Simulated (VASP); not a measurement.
All values below come from PBEsol GGA, VASP's PBE PAW potentials (set 64) (plane waves; VASP).

A VASP calculation is set up with these files.

File KPOINTS:
```
Automatic
0
Gamma
7 7 8
0 0 0
```

**POSCAR**
```
Ti3Al
1
    5.6803960396    -0.0000000268    -0.0000000000
   -2.8401975658     4.9193669913    -0.0000000000
    0.0000000000    -0.0000000000     4.5974487275
Ti Al
6 2
Direct
  0.8302986444   0.6605972889   0.2500000000
  0.1697013556   0.8302986444   0.7500000000
  0.3394027111   0.1697013556   0.2500000000
  0.1697013556   0.3394027111   0.7500000000
  0.8302986444   0.1697013556   0.2500000000
  0.6605972889   0.8302986444   0.7500000000
  0.3333330000   0.6666670000   0.2500000000
  0.6666670000   0.3333330000   0.7500000000
```

### INCAR
```
ALGO = Normal
EDIFF = 1E-7
ENCUT = 400
GGA = PS
ISIF = 2
ISMEAR = -5
LASPH = T
LCHARG = T
LMAXMIX = 4
LORBIT = 11
LREAL = F
LWAVE = F
NEDOS = 601
NELM = 100
PREC = Accurate
SYSTEM = Ti3Al
```

POTCAR, in this order: Ti_sv Al (PBE.64 set). Program: vasp_std.

The resulting files:

OSZICAR:
```
       N       E                     dE             d eps       ncg     rms          rms(c)
DAV:   1     0.947648794236E+03    0.94765E+03   -0.33928E+04  3704   0.173E+03
DAV:   2     0.698765063528E+02   -0.87777E+03   -0.86270E+03  3680   0.564E+02
DAV:   3    -0.513594688327E+02   -0.12124E+03   -0.11761E+03  5944   0.179E+02
DAV:   4    -0.678728494237E+02   -0.16513E+02   -0.16221E+02  5400   0.583E+01
DAV:   5    -0.689843784660E+02   -0.11115E+01   -0.11043E+01  5788   0.132E+01    0.238E+01
DAV:   6    -0.602306546754E+02    0.87537E+01   -0.47465E+01  4674   0.446E+01    0.507E+00
DAV:   7    -0.604347598348E+02   -0.20411E+00   -0.37708E+00  5096   0.814E+00    0.430E+00
DAV:   8    -0.604459984301E+02   -0.11239E-01   -0.40123E-01  5040   0.372E+00    0.173E+00
DAV:   9    -0.604556908945E+02   -0.96925E-02   -0.99494E-02  5024   0.195E+00    0.508E-01
DAV:  10    -0.604573438941E+02   -0.16530E-02   -0.26642E-02  4936   0.995E-01    0.150E-01
DAV:  11    -0.604577134196E+02   -0.36953E-03   -0.21819E-03  5120   0.276E-01    0.621E-02
DAV:  12    -0.604576770172E+02    0.36402E-04   -0.43180E-04  5136   0.951E-02    0.242E-02
DAV:  13    -0.604576734827E+02    0.35345E-05   -0.35695E-05  5456   0.332E-02    0.637E-03
DAV:  14    -0.604576736338E+02   -0.15115E-06   -0.42656E-06  5040   0.106E-02    0.305E-03
DAV:  15    -0.604576737706E+02   -0.13672E-06   -0.74089E-07  3960   0.457E-03    0.144E-03
DAV:  16    -0.604576739053E+02   -0.13474E-06   -0.62231E-08  2568   0.184E-03    0.668E-04
DAV:  17    -0.604576739246E+02   -0.19265E-07   -0.26690E-08  2560   0.121E-03
   1 F= -.60457674E+02 E0= -.60457674E+02  d E =0.000000E+00
```

**OUTCAR**
```
------------------------ aborting loop because EDIFF is reached ----------------------------------------
  FORCE on cell =-STRESS in cart. coord.  units (eV):
  Direction    XX          YY          ZZ          XY          YZ          ZX
  --------------------------------------------------------------------------------------
  Total       -0.0707953     -0.0707953     -0.0086702     -0.0000000     -0.0000000      0.0000000
  in kB       -0.8828977     -0.8828976     -0.1081266     -0.0000001     -0.0000000      0.0000000
  external PRESSURE =      -0.6246407 kB  Pullay stress =       0.0000000 kB
  volume of cell :      128.47
      direct lattice vectors                 reciprocal lattice vectors
     5.680396040 -0.000000027  0.000000000     0.176044064  0.101639077  0.000000000
    -2.840197566  4.919366991  0.000000000     0.000000001  0.203278187  0.000000000
     0.000000000  0.000000000  4.597448727     0.000000000  0.000000000  0.217511942
 POSITION                                       TOTAL-FORCE (eV/Angst)
 -----------------------------------------------------------------------------------
      2.84020      3.24972      1.14936         0.000000      0.003038      0.000000
     -1.39424      4.08454      3.44809        -0.002631      0.001519      0.000000
      1.44596      0.83482      1.14936        -0.002631     -0.001519      0.000000
      0.00000      1.66965      3.44809        -0.000000     -0.003038      0.000000
      4.23444      0.83482      1.14936         0.002631     -0.001519      0.000000
      1.39424      4.08454      3.44809         0.002631      0.001519      0.000000
     -0.00000      3.27958      1.14936        -0.000000     -0.000000      0.000000
      2.84020      1.63979      3.44809        -0.000000      0.000000      0.000000
 -----------------------------------------------------------------------------------
    total drift:                                0.003105     -0.001793      0.003629
  FREE ENERGIE OF THE ION-ELECTRON SYSTEM (eV)
  ---------------------------------------------------
  free  energy   TOTEN  =       -60.4576739246 eV

  energy  without entropy=      -60.4576739246  energy(sigma->0) =      -60.45767392

 total charge

# of ion       s       p       d       tot
------------------------------------------
    1        2.236   6.129   1.950  10.315
    2        2.236   6.129   1.950  10.315
    3        2.236   6.129   1.950  10.315
    4        2.236   6.129   1.950  10.315
    5        2.236   6.129   1.950  10.315
    6        2.236   6.129   1.950  10.315
    7        0.422   0.431   0.000   0.853
    8        0.422   0.431   0.000   0.853
--------------------------------------------------
tot         14.261  37.638  11.698  63.598
```
(Selected blocks of OUTCAR.)

For a metal the tetrahedron method with Blöchl corrections gives inexact stress and forces.

The structure was generated: Ti3Al was put into the D019 type (P6_3/mmc), which need not be its known phase. It was relaxed first, which changed the volume by -12 %.
